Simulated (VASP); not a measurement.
Here is the system:

```
CELL_PARAMETERS angstrom
      5.61262     0.00000     0.00000
      0.00000     3.96872     0.00000
      0.00000     0.00000    26.85984
ATOMIC_POSITIONS crystal
  Be 0.00000 0.00000 0.68470
  Be 0.50000 0.50000 0.61082
  Be 0.00000 0.00000 0.53694
  Be 0.50000 0.50000 0.46306
  Be 0.00000 0.00000 0.38918
  Be 0.50000 0.50000 0.31530
  Te 0.25000 0.00000 0.61082
  Te 0.75000 0.50000 0.68470
  Te 0.25000 0.00000 0.46306
  Te 0.75000 0.50000 0.53694
  Te 0.25000 0.00000 0.31530
  Te 0.75000 0.50000 0.38918
```

These are PBEsol GGA, VASP's PBE PAW potentials (set 64) (plane waves; VASP) values and carry that method's errors. Run with PREC = Normal, EDIFF = 1E-5, 400 eV cut-off, 4×5×1 Γ-centred mesh, Gaussian smearing of 0.050 eV, potentials Be Te.

Q: The ions are relaxed. Give the cell that the relaxation ends in.

A: 
```
CELL_PARAMETERS angstrom
      5.61262     0.00000     0.00000
      0.00000     3.96872     0.00000
      0.00000     0.00000    26.85984
ATOMIC_POSITIONS crystal
  Be 0.94278 0.00000 0.66707
  Be 0.51750 0.50000 0.61407
  Be 0.01511 0.00000 0.53601
  Be 0.51511 0.50000 0.46399
  Be 0.01750 0.00000 0.38593
  Be 0.44278 0.50000 0.33293
  Te 0.26665 0.00000 0.61049
  Te 0.74472 0.50000 0.69166
  Te 0.26325 0.00000 0.46178
  Te 0.76325 0.50000 0.53822
  Te 0.24472 0.00000 0.30834
  Te 0.76665 0.50000 0.38951
```

Q: How much energy does the relaxation gain?

A: The energy (σ→0) changes by -83.8 meV/atom, in 15 ionic steps.

| step | E(σ→0) (eV) | max force (eV/Å) | pressure (GPa) | volume (Å³) |
|---|---|---|---|---|
| 1 | -46.8037 | 1.574 | -0.53 | 598.30 |
| 2 | -47.1336 | 1.171 | -0.45 | 598.30 |
| 3 | -47.4311 | 0.630 | -0.27 | 598.30 |
| 4 | -47.5930 | 0.473 | -0.32 | 598.30 |
| 5 | -47.7339 | 0.252 | -0.45 | 598.30 |
| 6 | -47.7411 | 0.292 | -0.48 | 598.30 |
| 7 | -47.7755 | 0.212 | -0.41 | 598.30 |
| 8 | -47.7792 | 0.228 | -0.38 | 598.30 |
| 9 | -47.7960 | 0.101 | -0.35 | 598.30 |
| 10 | -47.7985 | 0.168 | -0.34 | 598.30 |
| 11 | -47.8053 | 0.065 | -0.29 | 598.30 |
| 12 | -47.8053 | 0.068 | -0.29 | 598.30 |
| 13 | -47.8077 | 0.051 | -0.27 | 598.30 |
| 14 | -47.8077 | 0.051 | -0.27 | 598.30 |
| 15 | -47.8091 | 0.028 | -0.25 | 598.30 |

The cell is a thin slab with vacuum, built from BeTe (zinc blende): (110) face.
